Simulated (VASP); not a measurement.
Input:

```
VSe2
1.0
    0.00000     2.98655     2.98655
    2.98655     0.00000     2.98655
    2.98655     2.98655     0.00000
V Se
1 2
Direct
  0.00000   0.00000   0.00000
  0.25000   0.25000   0.25000
  0.75000   0.75000   0.75000
```
Starting moments (μB, in the order of the record's atoms V Se Se): 2.0 0.0 0.0.

These are PBE GGA + U (Dudarev), VASP's PBE PAW potentials (set 64) (plane waves; VASP) values and carry that method's errors. Settings: 400 eV cut-off, 6×6×6 Γ-centred mesh, Gaussian smearing of 0.050 eV, potentials V_sv Se, U − J: V 1.00 eV.

The moments were started parallel, and other spin orders were not tried in this run.

Q: Give the stress tensor in GPa (positive for a compressed cell).

A: 
```
13.22   0.00   0.00
 0.00  13.22   0.00
 0.00   0.00  13.22
```
The pressure is its mean diagonal, 13.22 GPa.

The structure was generated: VSe2 was put into the fluorite type (Fm-3m), which need not be its known phase. The cell was not relaxed at this level. The k-mesh is coarse (spacing up to 0.30 per Å, 2π included), so the numbers may not be converged in it. The run is one of a series of settings (LDAU = .TRUE., LDAUJ = 0 0, LDAUL = 2 -1, LDAUTYPE = 2, LDAUU = 1.0 0 against the base run), some of them coarse on purpose.
